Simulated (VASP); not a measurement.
# ClInIH in VASP: further runs

One molecule, ClInIH, is run at these levels: PBE, PBE+TS; tasks: single point, relaxation of the atoms, atomic charges.

Program: VASP 6.6.1. These are calculated values, not measurements. Logs are shortened: lines on timing, memory, paths and dates and some standing lists are left out, and cuts for length are marked.

## 1. The molecule as given

The cell holds a molecule in a box, 4 atoms: a = 12.000 Å, b = 13.000 Å, c = 11.000 Å, α = 90.00°, β = 90.00°, γ = 90.00°.

## 2. Single point, PBE (atoms moved at random, drawn with an rms of 0.05 Å)

Contents of INCAR:

```
ALGO     = Fast           # electronic algorithm
EDIFF    = 1E-7           # SCF threshold, eV
ENCUT    = 520            # plane-wave cutoff, eV
GGA      = PE             # functional
ISIF     = 2              # what is computed and relaxed
ISMEAR   = 0              # smearing method
LASPH    = T              # aspherical terms in the spheres
LCHARG   = T              # write CHGCAR
LELF     = T              # ELF
LREAL    = F              # projectors in reciprocal space
LVACPOTAV= T            
LVHAR    = T            
LWAVE    = F              # write WAVECAR
NELM     = 60             # most SCF steps
PREC     = Accurate       # precision mode
SIGMA    = 0.01           # smearing width, eV
```

Contents of KPOINTS:

```
k-points
0
Gamma
  1 1 1
```

Contents of POSCAR:

```
InHICl
1.0
   12.0000000000      0.0000000000      0.0000000000
    0.0000000000     13.0000000000      0.0000000000
    0.0000000000      0.0000000000     11.0000000000
Cl In I H
1 1 1 1
Direct
    0.3791630000      0.5504250000      0.4416740000
    0.5520230000      0.5424030000      0.5224040000
    0.6225490000      0.3463020000      0.5721550000
    0.6195720000      0.6515480000      0.5698370000
```

Potentials or basis: VASP PAW PBE potentials, release 64 (Cl, In_d, I, H).

Command:

```sh
$ cat potpaw_PBE.64/Cl/POTCAR potpaw_PBE.64/In_d/POTCAR potpaw_PBE.64/I/POTCAR potpaw_PBE.64/H/POTCAR > POTCAR
$ mpirun -np 1 vasp_gam > vasp.out
```

OUTCAR:

```text
EDIFF = 1E-7
   ENCUT = 520
   GGA = PE
   ISIF = 2
   ISMEAR = 0
   LASPH = T
   LREAL = F
   NELM = 60
   PREC = Accurate

 ion  position               nearest neighbor table
   1  0.379  0.550  0.442-   2 2.26
   2  0.552  0.542  0.522-   4 1.72   1 2.26   3 2.74
   3  0.623  0.346  0.572-   2 2.74
   4  0.620  0.652  0.570-   2 1.72

  LATTYP: Found a simple orthorhombic cell.
 ALAT       =    11.0000000000
 B/A-ratio  =     1.0909090909
 C/A-ratio  =     1.1818181818

  Lattice vectors:

 A1 = (   0.0000000000,   0.0000000000,  11.0000000000)
 A2 = (  12.0000000000,   0.0000000000,   0.0000000000)
 A3 = (   0.0000000000,  13.0000000000,   0.0000000000)

Analysis of symmetry for initial positions (statically):
=====================================================================
 Subroutine PRICEL returns:
 Original cell was already a primitive cell.

 Routine SETGRP: Setting up the symmetry group for a
 simple orthorhombic supercell.

 Subroutine GETGRP returns: Found  1 space group operations
 (whereof  1 operations were pure point group operations)
 out of a pool of  8 trial point group operations.

The static configuration has the point symmetry C_1 .

Analysis of symmetry for dynamics (positions and initial velocities):
=====================================================================
 Subroutine PRICEL returns:
 Original cell was already a primitive cell.

 Routine SETGRP: Setting up the symmetry group for a
 simple orthorhombic supercell.

 Subroutine GETGRP returns: Found  1 space group operations
 (whereof  1 operations were pure point group operations)
 out of a pool of  8 trial point group operations.

The dynamic configuration has the point symmetry C_1 .

 Subroutine INISYM returns: Found  1 space group operations
 (whereof  1 operations are pure point group operations),
 and found     1 'primitive' translations

----------------------------------------------------------------------------------------

                                     Primitive cell

[... 63 lines left out ...]
   ICHARG =      2    charge: 1-file 2-atom 10-const
   ISPIN  =      1    spin polarized calculation?
   LNONCOLLINEAR =      F non collinear calculations
   LSORBIT =      F    spin-orbit coupling
   LASPH  =      T    aspherical Exc in radial PAW
   ENCUT  =  520.0 eV  38.22 Ry    6.18 a.u.  22.31 24.17 20.45*2*pi/ulx,y,z
   NELM   =     60;   NELMIN=  2; NELMDL= -5     # of ELM steps
   EDIFF  = 0.1E-06   stopping-criterion for ELM
   LREAL  =      F    real-space projection
   EDIFFG = 0.1E-05   stopping-criterion for IOM
   NSW    =      0    number of steps for IOM
   IBRION =     -1    ionic relax: 0-MD 1-quasi-New 2-CG
   NFREE  =      0    steps in history (QN), initial steepest desc. (CG)
   ISIF   =      2    stress and relaxation
   ISYM   =      2    0-nonsym 1-usesym 2-fastsym
   POTIM  = 0.5000    time-step for ionic-motion
   TEBEG  =    0.0;   TEEND  =   0.0 temperature during run
   PSTRESS=    0.0 pullay stress
   NELECT =      28.0000    total number of electrons
   NUPDOWN=      -1.0000    fix difference up-down
   EMIN   =  10.00;   EMAX   =-10.00  energy-range for DOS
   EFERMI =   0.00;   METHOD = LEGACY
   ISMEAR =     0;   SIGMA  =   0.01  broadening in eV -4-tet -1-fermi 0-gaus
   EFERMI_NEDOS =   21; number of points for ismear=-14 and -15
   IALGO  =     68    algorithm
   IMIX   =      4    mixing-type and parameters
     AMIX     =   0.40;   BMIX     =  1.00
     AMIX_MAG =   1.60;   BMIX_MAG =  1.00
  volume/ion in A,a.u.               =     429.00      2895.03
  Fermi-wavevector in a.u.,A,eV,Ry     =   0.415230  0.784670  2.345858  0.172416
  Thomas-Fermi vector in A             =   1.374036
   LORBIT       =      0    0 simple, 1 ext, 2 COOP (PROOUT), +10 PAW based schemes
   GGA     = PE    functional components
   LHFCALC =     F    Hartree Fock is set to
   AEXX    =    0.0000 exact exchange contribution
   IVDW    =     0    specifies the selected vdW correction
   LEPSILON=     F    determine dielectric tensor
   LRPA    =     F    only Hartree local field effects (RPA)
 non-spin polarized calculation
 RMM-DIIS sequential band-by-band and
 Gauss-broadening in eV      SIGMA  =   0.01
  energy-cutoff  :      520.00
  volume of cell :     1716.00
 maximum number of plane-waves:     23131
 NGX is ok and might be reduce to    90
   NGX = 45   NGY = 49   NGZ = 41

 number of electron      27.9999995 magnetization

 Free energy of the ion-electron system (eV)
  ---------------------------------------------------
  ext. energy  EPLUGINS =         0.00000000
  ---------------------------------------------------
  free energy    TOTEN  =       -10.43555218 eV

  energy without entropy =      -10.43555218  energy(sigma->0) =      -10.43555218

 E-fermi :  -6.0032     XC(G=0):  -1.0551

 val. band max:       -6.0728826752   @ k =   0.0000   0.0000   0.0000
 cond. band min:      -2.6320538003   @ k =   0.0000   0.0000   0.0000
 fundamental gap:      3.4408288749
 Fermi energy:        -6.0031618960

 k-point     1 :       0.0000    0.0000    0.0000
  band No.  band energies     occupation
      1     -20.6658      2.00000
      2     -19.7002      2.00000
      3     -19.6046      2.00000
      4     -19.5682      2.00000
      5     -19.5365      2.00000
      6     -18.6873      2.00000
[... 10 lines left out ...]
     17      -0.2197      0.00000
     18      -0.1179      0.00000

------------------------ aborting loop because EDIFF is reached ----------------------------------------

  FORCE on cell =-STRESS in cart. coord.  units (eV):
  Direction    XX          YY          ZZ          XY          YZ          ZX
  --------------------------------------------------------------------------------------
  -------------------------------------------------------------------------------------
  Total        2.0837079     -1.3550086      0.3143163      0.3577370      0.2387515      0.9012362
  in kB        1.9454951     -1.2651306      0.2934676      0.3340082      0.2229150      0.8414570
  external PRESSURE =       0.3246107 kB  Pullay stress =       0.0000000 kB

 VOLUME and BASIS-vectors are now :
 -----------------------------------------------------------------------------
  energy-cutoff  :      520.00
  volume of cell :     1716.00
      direct lattice vectors                 reciprocal lattice vectors
    12.000000000  0.000000000  0.000000000     0.083333333  0.000000000  0.000000000
     0.000000000 13.000000000  0.000000000     0.000000000  0.076923077  0.000000000
     0.000000000  0.000000000 11.000000000     0.000000000  0.000000000  0.090909091

 POSITION                                       TOTAL-FORCE (eV/Angst)
 -----------------------------------------------------------------------------------
      4.54996      7.15552      4.85841        -1.043424      0.022242     -0.531057
      6.62428      7.05124      5.74644         1.091730     -0.494868      0.770275
      7.47059      4.50193      6.29371        -0.134487      0.500372     -0.159540
      7.43486      8.47012      6.26821         0.086181     -0.027747     -0.079678
 -----------------------------------------------------------------------------------
    total drift:                               -0.000542     -0.001450      0.000438

  FREE ENERGIE OF THE ION-ELECTRON SYSTEM (eV)
  ---------------------------------------------------
  free  energy   TOTEN  =       -10.4355521783 eV

  energy  without entropy=      -10.4355521783  energy(sigma->0) =      -10.43555218
```

stdout:

```text
POSCAR found type information on POSCAR ClInI H
 POSCAR found :  4 types and       4 ions
 scaLAPACK will be used
 LDA part: xc-table for (Slater+PW92), standard interpolation
 POSCAR, INCAR and KPOINTS ok, starting setup
 FFT: planning ... GRIDC
 FFT: planning ... GRID_SOFT
 FFT: planning ... GRID
 WAVECAR not read
 entering main loop
```

Wall time 3.6 min (1 thread of Intel Xeon Platinum 8488C (Sapphire Rapids), shared host); peak memory 1.3 GiB.

Results:

```
Free energy                     : -10.4356 eV
Largest force                   : 1.425 eV/Å
Gap between the frontier levels : 3.44 eV
```

Forces on the atoms (eV/Å):
```
Cl  -1.043  0.022 -0.531
In   1.092 -0.495  0.770
I   -0.134  0.500 -0.160
H    0.086 -0.028 -0.080
```

Levels at points of the mesh, in eV from the valence-band top:
| k point | band 11 | band 12 | band 13 | band 14 | band 15 | band 16 | band 17 | band 18 |
| --- | --- | --- | --- | --- | --- | --- | --- | --- |
| (0.00, 0.00, 0.00) | -1.52 | -0.85 | -0.18 | 0.00 | 3.44 | 4.02 | 5.85 | 5.96 |

Caveat: spin-orbit coupling is left out, which moves the levels of the heavy elements.

## 3. Relaxation of the atoms, PBE (atoms moved at random, drawn with an rms of 0.02 Å)

Contents of INCAR:

```
SYSTEM = InHICl
PREC = Accurate ; ENCUT = 520
EDIFF = 1E-7 ; ISMEAR = 0
SIGMA = 0.01 ; LREAL = .FALSE.
LASPH = .TRUE. ; NELM = 60
ALGO = Normal ; ISIF = 2
LWAVE = .FALSE. ; LCHARG = .FALSE.
GGA = PE ; IBRION = 2
NSW = 60 ; EDIFFG = -0.02
```

Contents of KPOINTS:

```
regular mesh
0
G
  1 1 1
  0 0 0
```

Contents of POSCAR:

```
InHICl
1.0
   12.0000000000      0.0000000000      0.0000000000
    0.0000000000     13.0000000000      0.0000000000
    0.0000000000      0.0000000000     11.0000000000
Cl In I H
1 1 1 1
Direct
    0.3784120000      0.5500750000      0.4384980000
    0.5510100000      0.5417950000      0.5321600000
    0.6223530000      0.3524910000      0.5675560000
    0.6229330000      0.6509160000      0.5676880000
```

Potentials or basis: VASP PAW PBE potentials, release 64 (Cl, In_d, I, H).

Command:

```sh
$ cat potpaw_PBE.64/Cl/POTCAR potpaw_PBE.64/In_d/POTCAR potpaw_PBE.64/I/POTCAR potpaw_PBE.64/H/POTCAR > POTCAR
$ mpirun -np 1 vasp_gam > vasp.out
```

Run time: 14 min. Hardware: 1 thread of Intel Xeon Platinum 8488C (Sapphire Rapids), shared host; peak memory 1.5 GiB.

Results (log left out):

```yaml
Free_energy: -10.5179 eV
Energy_gained_by_relaxing: 2.7 meV/atom
Ionic_steps: 9
Largest_force_after_relaxing: 0.011 eV/Å
Gap_between_the_frontier_levels: 3.80 eV
```

Forces in eV/Å, atoms in the order of the input:
```
Cl   0.002  0.003  0.000
In   0.008 -0.008  0.002
I   -0.003  0.003  0.000
H   -0.007  0.001 -0.001
```

The path:
| step | energy change (eV) | largest force (eV/Å) | pressure (GPa) |
| --- | --- | --- | --- |
| 1 | 0.0000 | 0.3741 | 0.05 |
| 2 | -0.0083 | 0.1992 | 0.02 |
| 3 | -0.0083 | 0.2049 | 0.01 |
| 4 | -0.0105 | 0.0410 | 0.00 |
| 5 | -0.0106 | 0.0369 | 0.00 |
| 6 | -0.0107 | 0.0308 | 0.00 |
| 7 | -0.0108 | 0.0483 | 0.00 |
| 8 | -0.0108 | 0.0389 | 0.00 |
| 9 | -0.0110 | 0.0112 | 0.00 |

Final structure:
```
Cl In I H
1.0
    12.00000    0.00000    0.00000
     0.00000   13.00000    0.00000
     0.00000    0.00000   11.00000
Cl In I H
1 1 1 1
Direct
  0.37667 0.55038 0.43797
  0.55219 0.54225 0.53113
  0.62285 0.35040 0.56829
  0.62300 0.65225 0.56851
```

Levels at points of the mesh, in eV from the valence-band top:
```csv
k point,band 10,band 11,band 12,band 13,band 14,band 15,band 16,band 17,band 18
"(0.00, 0.00, 0.00)",-1.57,-1.09,-0.64,-0.20,0.00,3.80,3.93,5.96,6.07
```

Caveat: spin-orbit coupling is left out, which moves the levels of the heavy elements.

## 4. Atomic charges, PBE+TS

Contents of INCAR:

```
PREC     = Accurate       # precision mode
ENCUT    = 520            # plane-wave cutoff, eV
EDIFF    = 1E-7           # SCF threshold, eV
ISMEAR   = 0              # smearing method
SIGMA    = 0.01           # smearing width, eV
LREAL    = False          # projectors in reciprocal space
LASPH    = True           # aspherical terms in the spheres
NELM     = 100            # most SCF steps
ALGO     = Fast           # electronic algorithm
ISIF     = 2              # what is computed and relaxed
LWAVE    = False          # write WAVECAR
LCHARG   = True           # write CHGCAR
GGA      = PE             # functional
IVDW     = 2              # dispersion correction
LORBIT   = 11             # projections on sites
LELF     = True           # ELF
LVHAR    = True         
LVACPOTAV= True
```

Contents of KPOINTS:

```
Automatic mesh
0
Gamma
  1 1 1
```

Contents of POSCAR:

```
InHICl
1.0
   12.0000000000      0.0000000000      0.0000000000
    0.0000000000     13.0000000000      0.0000000000
    0.0000000000      0.0000000000     11.0000000000
Cl In I H
1 1 1 1
Direct
    0.3788916700      0.5504615400      0.4383136400
    0.5526333300      0.5421461500      0.5304136400
    0.6218333300      0.3521230800      0.5678681800
    0.6232750000      0.6511076900      0.5673863600
```

Potentials or basis: VASP PAW PBE potentials, release 64 (Cl, In_d, I, H).

Command:

```sh
$ cat potpaw_PBE.64/Cl/POTCAR potpaw_PBE.64/In_d/POTCAR potpaw_PBE.64/I/POTCAR potpaw_PBE.64/H/POTCAR > POTCAR
$ mpirun -np 1 vasp_gam > vasp.out
```

OUTCAR:

```text
PREC = Accurate
   ENCUT = 520
   EDIFF = 1E-7
   ISMEAR = 0
   LREAL = False
   LASPH = True
   NELM = 100
   ISIF = 2
   GGA = PE
   IVDW = 2
   LORBIT = 11
  IVDW =   2

 ion  position               nearest neighbor table
   1  0.379  0.550  0.438-   2 2.32
   2  0.553  0.542  0.530-   4 1.70   1 2.32   3 2.64
   3  0.622  0.352  0.568-   2 2.64
   4  0.623  0.651  0.567-   2 1.70

  LATTYP: Found a simple orthorhombic cell.
 ALAT       =    11.0000000000
 B/A-ratio  =     1.0909090909
 C/A-ratio  =     1.1818181818

  Lattice vectors:

 A1 = (   0.0000000000,   0.0000000000,  11.0000000000)
 A2 = (  12.0000000000,   0.0000000000,   0.0000000000)
 A3 = (   0.0000000000,  13.0000000000,   0.0000000000)

Analysis of symmetry for initial positions (statically):
=====================================================================
 Subroutine PRICEL returns:
 Original cell was already a primitive cell.

 Routine SETGRP: Setting up the symmetry group for a
 simple orthorhombic supercell.

[... 178 lines left out ...]

  Hirshfeld charges:
            ion         q(e)
   ------------------------------
      1     Cl      -0.23890792
      2     In       0.45968990
      3     I       -0.13750723
      4     H       -0.08327475

  Tkatchenko/Scheffler method for vdW energy calculation

  Number of pair interactions contributing to vdW energy:    3010

  Edisp (eV):   -0.03101

  FORCE on cell =-STRESS in cart. coord.  units (eV):
  Direction    XX          YY          ZZ          XY          YZ          ZX
  --------------------------------------------------------------------------------------
  -------------------------------------------------------------------------------------
  Total       0.66247     0.74095     0.13328    -0.12884    -0.06590     0.34906
  in kB       0.61853     0.69180     0.12444    -0.12029    -0.06153     0.32591
  external pressure =        0.48 kB  Pullay stress =        0.00 kB

 VOLUME and BASIS-vectors are now :
 -----------------------------------------------------------------------------
  energy-cutoff  :      520.00
  volume of cell :     1716.00
      direct lattice vectors                 reciprocal lattice vectors
    12.000000000  0.000000000  0.000000000     0.083333333  0.000000000  0.000000000
     0.000000000 13.000000000  0.000000000     0.000000000  0.076923077  0.000000000
     0.000000000  0.000000000 11.000000000     0.000000000  0.000000000  0.090909091

 POSITION                                       TOTAL-FORCE (eV/Angst)
 -----------------------------------------------------------------------------------
      4.54670      7.15600      4.82145        -0.277011      0.019545     -0.137085
      6.63160      7.04790      5.83455         0.121969      0.092409      0.060694
      7.46200      4.57760      6.24655         0.082204     -0.241891      0.041151
      7.47930      8.46440      6.24125         0.072839      0.129938      0.035240
 -----------------------------------------------------------------------------------
    total drift:                                0.000130     -0.001495     -0.000277

  FREE ENERGIE OF THE ION-ELECTRON SYSTEM (eV)
  ---------------------------------------------------
  free  energy   TOTEN  =       -10.5407173302 eV

  energy  without entropy=      -10.5407173302  energy(sigma->0) =      -10.54071733

 total charge

# of ion       s       p       d       tot
------------------------------------------
    1        1.603   3.506   0.000   5.109
    2        0.858   0.679   9.911  11.448
    3        1.510   2.779   0.012   4.301
    4        0.507   0.009   0.000   0.515
--------------------------------------------------
tot          4.477   6.972   9.923  21.372
```

It took 3.3 min on 1 thread of Intel Xeon Platinum 8488C (Sapphire Rapids), shared host; peak memory 1.3 GiB.

Results:

* Free energy: -10.5407 eV
* Largest force: 0.310 eV/Å
* Gap between the frontier levels: 3.95 eV
* Valence electrons inside the program's atomic spheres: Cl 5.11; In 11.45; I 4.30; H 0.52
* Hirshfeld charges: Cl -0.24; In +0.46; I -0.14; H -0.08 e
* Dispersion energy per atom: -0.008 eV

Forces on the atoms (eV/Å):
```
Cl  -0.277  0.020 -0.137
In   0.122  0.092  0.061
I    0.082 -0.242  0.041
H    0.073  0.130  0.035
```

Levels at points of the mesh, in eV from the valence-band top:
```csv
k point,band 11,band 12,band 13,band 14,band 15,band 16,band 17,band 18
"(0.00, 0.00, 0.00)",-1.13,-0.64,-0.22,0.00,3.95,3.98,6.03,6.08
```

Caveat: spin-orbit coupling is left out, which moves the levels of the heavy elements.

## 5. The runs side by side

```tsv
task	level	cell	gap on the mesh (eV)	largest force (eV/Å)
single point	PBE	atoms moved at random, drawn with an rms of 0.05 Å	3.44	1.42
relaxation of the atoms	PBE	atoms relaxed from: atoms moved at random, drawn with an rms of 0.02 Å	3.80	0.01
atomic charges	PBE+TS	as given	3.95	0.31
```

Alike in all rows: potentials or basis VASP PAW PBE potentials, release 64 (Cl, In_d, I, H); no spin polarisation; k mesh 1 × 1 × 1; cutoff (eV) 520; smearing gaussian 0.01 eV.

Caveats: spin-orbit coupling is left out, which moves the levels of the heavy elements.

Total energies depend on the potentials used, so only differences within one code and one set of settings carry meaning.
